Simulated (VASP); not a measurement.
**In3HSe: single point with PBEsol**

The system is In3HSe.

```
Se H In
1.0
     4.59320    0.00000    0.00000
     0.00000    4.59320    0.00000
     0.00000    0.00000    4.59320
Se H In
1 1 3
Direct
  0.00000 0.00000 0.00000
  0.50000 0.50000 0.50000
  0.50000 0.50000 0.00000
  0.50000 0.00000 0.50000
  0.00000 0.50000 0.50000
```

The cell comes from a database or a generator and needn't be the stable form of this composition.

```yaml
Program: VASP 6.6.1
Task: single point
Functional: PBEsol
Potentials_or_basis: VASP PAW PBE potentials, release 64 (Se, H, In_d)
Cutoff: 520 eV
k_mesh: 4 × 4 × 4
Occupations: gaussian, width 0.05 eV
Spin: no spin polarisation
Dipole_correction: no
Further_INCAR_settings: ALGO = Normal; EDIFF = 1e-06; NBANDS = 31
```

* Pressure: 5.1 GPa
* Band gap on the k mesh: none (metal or under the smearing width)

Levels at points of the mesh, in eV from the Fermi level:
| k point | band 20 | band 21 | band 22 | band 23 | band 24 | band 25 | band 26 | band 27 |
| --- | --- | --- | --- | --- | --- | --- | --- | --- |
| (0.00, 0.00, 0.00) | -4.12 | -2.18 | -2.18 | -0.18 | 0.69 | 0.69 | 0.69 | 4.36 |
| (0.50, 0.00, 0.00) | -3.12 | -3.12 | -1.40 | -0.72 | -0.72 | 1.02 | 1.86 | 3.96 |
| (0.50, 0.50, 0.00) | -2.53 | -1.24 | -1.16 | -0.84 | -0.84 | 1.36 | 1.55 | 1.55 |
| (0.50, 0.50, 0.50) | -5.13 | -4.72 | -4.72 | -4.72 | 3.20 | 3.20 | 3.20 | 5.33 |

Run time: 31 s on 1 thread of AMD EPYC 7R13 Processor (Zen 3), on a shared host, peak memory 0.18 GiB.

Caveat: the PAW data sets were made with another functional, which shifts forces and pressure a little.
